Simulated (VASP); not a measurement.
OSZICAR of a VASP run on Ga (alpha):

**OSZICAR**
```
...
       N       E                     dE             d eps       ncg     rms          rms(c)
DAV:   1    -0.361826280910E+02   -0.22938E+02   -0.26119E+02  7876   0.210E+02    0.330E+01
DAV:   2    -0.138798136744E+02    0.22303E+02   -0.64227E+01  8954   0.204E+02    0.114E+01
DAV:   3    -0.105437655044E+02    0.33360E+01   -0.38060E+00  9315   0.180E+01    0.507E+00
DAV:   4    -0.961715976929E+01    0.92661E+00   -0.48580E-01 11254   0.677E+00    0.137E-01
DAV:   5    -0.962367021921E+01   -0.65104E-02   -0.64991E-02  8205   0.185E+00    0.110E-01
DAV:   6    -0.962369025897E+01   -0.20040E-04   -0.39129E-03  9289   0.903E-01    0.589E-02
DAV:   7    -0.962357426640E+01    0.11599E-03   -0.11219E-03  9159   0.538E-01    0.753E-03
DAV:   8    -0.962358591433E+01   -0.11648E-04   -0.14829E-04 11749   0.981E-02    0.337E-03
DAV:   9    -0.962358712709E+01   -0.12128E-05   -0.50325E-06  7246   0.268E-02    0.154E-03
DAV:  10    -0.962358702153E+01    0.10557E-06   -0.36220E-07  5101   0.644E-03
   2 F= 0.36149629E+01 E0= 0.36152609E+01  d E =0.660025E+00
       N       E                     dE             d eps       ncg     rms          rms(c)
DAV:   1    -0.231665856246E+02   -0.13543E+02   -0.15709E+02  7953   0.241E+02    0.187E+01
DAV:   2    -0.149521056715E+02    0.82145E+01   -0.12066E+01  9397   0.523E+01    0.887E+00
DAV:   3    -0.126589479245E+02    0.22932E+01   -0.39221E+00  9024   0.312E+01    0.112E+00
DAV:   4    -0.124524963225E+02    0.20645E+00   -0.10757E+00  9202   0.168E+01    0.673E-01
DAV:   5    -0.124265486133E+02    0.25948E-01   -0.13641E-01  8394   0.577E+00    0.877E-02
DAV:   6    -0.124277005399E+02   -0.11519E-02   -0.13401E-02  8342   0.822E-01    0.664E-02
DAV:   7    -0.124275865619E+02    0.11398E-03   -0.10874E-03  9527   0.486E-01    0.131E-02
DAV:   8    -0.124275899192E+02   -0.33573E-05   -0.20901E-04 10084   0.106E-01    0.202E-03
DAV:   9    -0.124275901743E+02   -0.25511E-06   -0.25460E-06  7605   0.132E-02
   3 F= 0.27725475E+01 E0= 0.27725729E+01  d E =-.182390E+00
       N       E                     dE             d eps       ncg     rms          rms(c)
DAV:   1    -0.123860533787E+02    0.41537E-01   -0.72567E-02  8079   0.426E+00    0.449E-01
DAV:   2    -0.123814596768E+02    0.45937E-02   -0.86662E-03  9347   0.162E+00    0.197E-01
DAV:   3    -0.123803818723E+02    0.10778E-02   -0.10994E-03  9129   0.537E-01    0.439E-02
DAV:   4    -0.123802506190E+02    0.13125E-03   -0.24756E-04  8832   0.198E-01    0.295E-03
DAV:   5    -0.123802511819E+02   -0.56289E-06   -0.10779E-05  7551   0.280E-02    0.205E-03
DAV:   6    -0.123802512570E+02   -0.75097E-07   -0.87194E-07  5244   0.690E-03
   4 F= 0.27721883E+01 E0= 0.27722149E+01  d E =-.182749E+00
       N       E                     dE             d eps       ncg     rms          rms(c)
DAV:   1    -0.123607639188E+02    0.19487E-01   -0.13457E-02  8030   0.184E+00    0.195E-01
DAV:   2    -0.123599030602E+02    0.86086E-03   -0.16125E-03  9326   0.697E-01    0.853E-02
DAV:   3    -0.123597007626E+02    0.20230E-03   -0.20837E-04  9073   0.234E-01    0.189E-02
DAV:   4    -0.123596762652E+02    0.24497E-04   -0.46809E-05  8841   0.868E-02    0.129E-03
DAV:   5    -0.123596763633E+02   -0.98144E-07   -0.20640E-06  5725   0.126E-02
   5 F= 0.27722935E+01 E0= 0.27723206E+01  d E =-.182644E+00
       N       E                     dE             d eps       ncg     rms          rms(c)
DAV:   1    -0.124220823414E+02   -0.62406E-01   -0.14943E-01  9524   0.509E+00    0.615E-01
DAV:   2    -0.124145725135E+02    0.75098E-02   -0.24364E-02  9375   0.254E+00    0.301E-01
DAV:   3    -0.124119293052E+02    0.26432E-02   -0.28136E-03  9696   0.745E-01    0.733E-02
DAV:   4    -0.124118136524E+02    0.11565E-03   -0.12608E-03  7996   0.327E-01    0.193E-02
DAV:   5    -0.124118073848E+02    0.62677E-05   -0.10269E-04  9429   0.106E-01    0.399E-03
DAV:   6    -0.124118064177E+02    0.96700E-06   -0.15739E-05  8821   0.565E-02    0.185E-03
DAV:   7    -0.124118064641E+02   -0.46304E-07   -0.16365E-06  6038   0.124E-02
   6 F= 0.27719563E+01 E0= 0.27719798E+01  d E =-.337192E-03
       N       E                     dE             d eps       ncg     rms          rms(c)
DAV:   1    -0.123969157784E+02    0.14891E-01   -0.14017E-02  9524   0.155E+00    0.189E-01
DAV:   2    -0.123962037306E+02    0.71205E-03   -0.23082E-03  9354   0.787E-01    0.925E-02
DAV:   3    -0.123959550200E+02    0.24871E-03   -0.26118E-04  9739   0.227E-01    0.229E-02
DAV:   4    -0.123959438188E+02    0.11201E-04   -0.11765E-04  8010   0.989E-02    0.591E-03
DAV:   5    -0.123959431815E+02    0.63734E-06   -0.94527E-06  9299   0.312E-02
   7 F= 0.27718598E+01 E0= 0.27718818E+01  d E =-.433682E-03
       N       E                     dE             d eps       ncg     rms          rms(c)
DAV:   1    -0.124002154623E+02   -0.42716E-02   -0.94923E-04  9510   0.399E-01    0.497E-02
DAV:   2    -0.124001662666E+02    0.49196E-04   -0.16111E-04  9375   0.208E-01    0.243E-02
DAV:   3    -0.124001491121E+02    0.17155E-04   -0.17765E-05  9557   0.592E-02    0.603E-03
DAV:   4    -0.124001483100E+02    0.80212E-06   -0.79904E-06  7959   0.258E-02
   8 F= 0.27718680E+01 E0= 0.27718902E+01  d E =-.425465E-03
       N       E                     dE             d eps       ncg     rms          rms(c)
DAV:   1    -0.123981670659E+02    0.19820E-02   -0.22784E-04  9496   0.199E-01    0.238E-02
DAV:   2    -0.123981556366E+02    0.11429E-04   -0.37473E-05  9416   0.101E-01    0.115E-02
DAV:   3    -0.123981517985E+02    0.38382E-05   -0.38922E-06  8110   0.286E-02    0.291E-03
DAV:   4    -0.123981516043E+02    0.19416E-06   -0.18186E-06  5238   0.126E-02
   9 F= 0.27718626E+01 E0= 0.27718847E+01  d E =-.430852E-03
       N       E                     dE             d eps       ncg     rms          rms(c)
DAV:   1    -0.123908980434E+02    0.72538E-02   -0.99010E-02  9403   0.228E+00    0.253E-01
DAV:   2    -0.123898748084E+02    0.10232E-02   -0.45321E-03  9351   0.101E+00    0.145E-01
DAV:   3    -0.123893198482E+02    0.55496E-03   -0.15049E-03 11663   0.414E-01    0.206E-02
DAV:   4    -0.123893486963E+02   -0.28848E-04   -0.37807E-04  8352   0.201E-01    0.132E-02
DAV:   5    -0.123893450024E+02    0.36939E-05   -0.26603E-05  9911   0.413E-02    0.529E-03
DAV:   6    -0.123893444365E+02    0.56591E-06   -0.33986E-06  6542   0.271E-02
  10 F= 0.27715226E+01 E0= 0.27715592E+01  d E =-.340059E-03
       N       E                     dE             d eps       ncg     rms          rms(c)
DAV:   1    -0.123859842357E+02    0.33608E-02   -0.15530E-02  9389   0.905E-01    0.100E-01
DAV:   2    -0.123858263227E+02    0.15791E-03   -0.71791E-04  9343   0.402E-01    0.572E-02
DAV:   3    -0.123857399967E+02    0.86326E-04   -0.23373E-04 11630   0.164E-01    0.817E-03
DAV:   4    -0.123857445269E+02   -0.45301E-05   -0.59181E-05  8352   0.795E-02    0.524E-03
DAV:   5    -0.123857439234E+02    0.60348E-06   -0.38709E-06  6789   0.163E-02
  11 F= 0.27714870E+01 E0= 0.27715311E+01  d E =-.375661E-03
       N       E                     dE             d eps       ncg     rms          rms(c)
DAV:   1    -0.123578559865E+02    0.27889E-01   -0.74750E-02  8598   0.310E+00    0.311E-01
DAV:   2    -0.123562296542E+02    0.16263E-02   -0.98182E-03  9315   0.146E+00    0.132E-01
DAV:   3    -0.123558161777E+02    0.41348E-03   -0.10645E-03 12799   0.307E-01    0.424E-02
DAV:   4    -0.123557495032E+02    0.66675E-04   -0.10482E-04  9608   0.893E-02    0.417E-03
DAV:   5    -0.123557492390E+02    0.26418E-06   -0.13051E-05  8639   0.454E-02    0.281E-03
DAV:   6    -0.123557490626E+02    0.17644E-06   -0.76138E-07  4699   0.122E-02
  12 F= 0.27713726E+01 E0= 0.27714315E+01  d E =-.114329E-03
       N       E                     dE             d eps       ncg     rms          rms(c)
DAV:   1    -0.123644233430E+02   -0.86741E-02   -0.60042E-03  8619   0.884E-01    0.876E-02
DAV:   2    -0.123642946346E+02    0.12871E-03   -0.78460E-04  9338   0.412E-01    0.371E-02
DAV:   3    -0.123642616616E+02    0.32973E-04   -0.84942E-05 12721   0.868E-02    0.119E-02
DAV:   4    -0.123642563816E+02    0.52800E-05   -0.83829E-06  9024   0.252E-02    0.118E-03
DAV:   5    -0.123642563583E+02    0.23354E-07   -0.10075E-06  4385   0.130E-02
  13 F= 0.27713609E+01 E0= 0.27714155E+01  d E =-.126045E-03
       N       E                     dE             d eps       ncg     rms          rms(c)
DAV:   1    -0.123694852380E+02   -0.52289E-02   -0.25719E-02  9010   0.114E+00    0.858E-02
DAV:   2    -0.123694323249E+02    0.52913E-04   -0.11004E-03  8854   0.445E-01    0.454E-02
DAV:   3    -0.123693881509E+02    0.44174E-04   -0.16163E-04 11821   0.119E-01    0.110E-02
DAV:   4    -0.123693876598E+02    0.49113E-06   -0.26419E-05  8331   0.447E-02    0.266E-03
DAV:   5    -0.123693876000E+02    0.59768E-07   -0.15339E-06  5273   0.133E-02
  14 F= 0.27712227E+01 E0= 0.27712845E+01  d E =-.138231E-03
       N       E                     dE             d eps       ncg     rms          rms(c)
DAV:   1    -0.123766570272E+02   -0.72694E-02   -0.50766E-02  9024   0.161E+00    0.121E-01
DAV:   2    -0.123765525756E+02    0.10445E-03   -0.21723E-03  8860   0.625E-01    0.638E-02
DAV:   3    -0.123764656012E+02    0.86974E-04   -0.32008E-04 11830   0.167E-01    0.155E-02
DAV:   4    -0.123764646793E+02    0.92188E-06   -0.52462E-05  8317   0.630E-02    0.377E-03
DAV:   5    -0.123764645757E+02    0.10363E-06   -0.32454E-06  7598   0.187E-02
  15 F= 0.27711540E+01 E0= 0.27712257E+01  d E =-.206908E-03
```

Question: Which electronic solver shows in the log?

Answer: It is blocked Davidson (ALGO = Normal, or the opening steps of other solvers). The INCAR had ALGO = Normal.

Question: Can the final energy be trusted as converged?

Answer: The run converged. It stopped with EDIFF = 1E-6, NELM = 100, NSW = 40 and EDIFFG = -0.02 after 15 ionic steps (LDA (Ceperley-Alder, Perdew-Zunger), plane waves, VASP's LDA PAW potentials (set 64)). Energy and stress use the plane-wave basis of the starting cell.

The compound is Ga in the alpha structure. This run relaxes it under an external pressure of 45 GPa. Symmetry was kept, so distortions that lower it aren't found.
